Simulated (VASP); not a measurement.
Given:

```yaml
crystal:
  lattice:
    - [0.00000, 3.02506, 3.02506]
    - [3.02506, 0.00000, 3.02506]
    - [3.02506, 3.02506, 0.00000]
  atoms:
    - { symbol: Ga, position: [0.00000, 0.00000, 0.00000] }
    - { symbol: Sb, position: [0.25000, 0.25000, 0.25000] }
```

These are LDA (Ceperley-Alder, Perdew-Zunger), VASP's LDA PAW potentials (set 64) (plane waves; VASP) values and carry that method's errors. Settings: 400 eV cut-off, 7×7×7 Γ-centred mesh, Gaussian smearing of 0.050 eV, potentials Ga_d Sb.

Unless said otherwise, spin-orbit coupling is left out, though it shifts the bands of the heavy elements here.

Question: What does the run give for the energy per atom (σ→0), band gap (on the k-mesh) with the smallest direct gap where there is one?

Answer: 
```json
{
  "band gap (on the k-mesh)": "0.11 eV",
  "smallest direct gap (on the k-mesh)": "0.11 eV",
  "energy per atom (σ→0)": "-417.7 kJ/mol of atoms"
}
```

Total energies compare only between runs with the same potentials, cut-off and functional.

The compound is GaSb in the zinc blende structure. It was relaxed first. The start is the result of an earlier pass.
